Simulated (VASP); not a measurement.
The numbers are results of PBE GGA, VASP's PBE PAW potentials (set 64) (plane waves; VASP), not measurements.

A VASP calculation is set up with these files.

**KPOINTS**
```
k-points along high-symmetry lines
12
Line-mode
Reciprocal
  0.000000   0.000000   0.000000 ! GAMMA
  0.500000   0.500000   0.500000 ! T

  0.500000   0.500000   0.500000 ! T
  0.817704   0.182296   0.500000 ! H_2

  0.500000  -0.182296   0.182296 ! H_0
  0.500000   0.000000   0.000000 ! L

  0.500000   0.000000   0.000000 ! L
  0.000000   0.000000   0.000000 ! GAMMA

  0.000000   0.000000   0.000000 ! GAMMA
  0.341148  -0.341148   0.000000 ! S_0

  0.658852   0.000000   0.341148 ! S_2
  0.500000   0.000000   0.500000 ! F

  0.500000   0.000000   0.500000 ! F
  0.000000   0.000000   0.000000 ! GAMMA
```

**INCAR**
```
ALGO = Normal
EDIFF = 1E-6
ENCUT = 500
GGA = PE
ICHARG = 11
ISMEAR = 0
LASPH = .True.
LCHARG = .False.
LMAXMIX = 6
LREAL = .False.
LWAVE = .False.
NELM = 100
PREC = Accurate
SIGMA = 0.05
SYSTEM = CoPtO2
```

### POSCAR
```
CoPtO2
1
    1.4267734397     0.8237479116     5.9579664578
   -1.4267734397     0.8237479116     5.9579664578
   -0.0000000000    -1.6474958231     5.9579664578
Pt Co O
1 1 2
Direct
  0.0000000000   0.0000000000   1.0000000000
  0.5000000000   0.5000000000   0.5000000000
  0.1122251442   0.1122251442   0.1122251442
  0.8877748558   0.8877748558   0.8877748558
```

POTCAR, in this order: Pt Co O (PBE.64 set). Program: vasp_std. Read from the step before: CHGCAR.

Output of the run:

### OSZICAR
```
       N       E                     dE             d eps       ncg     rms          rms(c)
DAV:   1     0.245277682330E+03    0.24528E+03   -0.15564E+04  3224   0.176E+03
DAV:   2    -0.372287887654E+01   -0.24900E+03   -0.23452E+03  3498   0.401E+02
DAV:   3    -0.262118606465E+02   -0.22489E+02   -0.20970E+02  3747   0.126E+02
DAV:   4    -0.268264108412E+02   -0.61455E+00   -0.61186E+00  3537   0.208E+01
DAV:   5    -0.268419876489E+02   -0.15577E-01   -0.15572E-01  3965   0.334E+00
DAV:   6    -0.268425305810E+02   -0.54293E-03   -0.54293E-03  3978   0.531E-01
DAV:   7    -0.268425470359E+02   -0.16455E-04   -0.16455E-04  4226   0.840E-02
DAV:   8    -0.268425473517E+02   -0.31572E-06   -0.31639E-06  2649   0.958E-03
   1 F= -.26842547E+02 E0= -.26841764E+02  d E =-.156585E-02
```

File OUTCAR:
```
 val. band max:        8.2491788102   @ k =   0.5144   0.0000   0.4856

 cond. band min:       8.3238860915   @ k =   0.5000   0.0000   0.5000



 k-point     1 :       0.0000    0.0000    0.0000
  band No.  band energies     occupation
      1     -13.0275      2.00000
      2     -11.1898      2.00000
      3      -1.0788      2.00000
      4       1.5387      2.00000
      5       1.9873      2.00000
      6       1.9873      2.00000
      7       3.9060      2.00000
      8       5.1169      2.00000
      9       5.1169      2.00000
     10       5.2972      2.00000
     11       5.2972      2.00000
     12       6.4524      2.00000
     13       6.4524      2.00000
     14       6.7629      2.00000
     15       6.7629      2.00000
     16       6.8753      2.00000
     17      10.1524      0.00000
     18      10.1524      0.00000
     19      11.0814      0.00000

 k-point     2 :       0.0455    0.0455    0.0455
  band No.  band energies     occupation
      1     -13.0236      2.00000
      2     -11.1963      2.00000
      3      -1.0595      2.00000
      4       1.5385      2.00000
      5       1.9899      2.00000
      6       1.9899      2.00000
      7       3.8657      2.00000
      8       5.0972      2.00000
      9       5.0972      2.00000
     10       5.2974      2.00000
     11       5.2974      2.00000
     12       6.4612      2.00000
     13       6.4612      2.00000
     14       6.7777      2.00000
     15       6.7777      2.00000
     16       6.8958      2.00000
     17      10.1453      0.00000
     18      10.1453      0.00000
     19      11.0924      0.00000

 k-point     3 :       0.0909    0.0909    0.0909
  band No.  band energies     occupation
      1     -13.0122      2.00000
      2     -11.2157      2.00000
      3      -1.0018      2.00000
      4       1.5378      2.00000
      5       1.9975      2.00000
      6       1.9975      2.00000
      7       3.7500      2.00000
      8       5.0424      2.00000
...
```

The density is held fixed in this step, so its total energy and stress have no physical meaning. Unless said otherwise, spin-orbit coupling is left out, though it shifts the bands of the heavy elements here.

The structure was generated: CoPtO2 was put into the delafossite type (R-3m), which need not be its known phase. It was relaxed first, which changed the volume by -14 %. The run is not spin-polarised, so no magnetic state was tried. The electron count is odd and the run is not spin-polarised, which forces a metal.
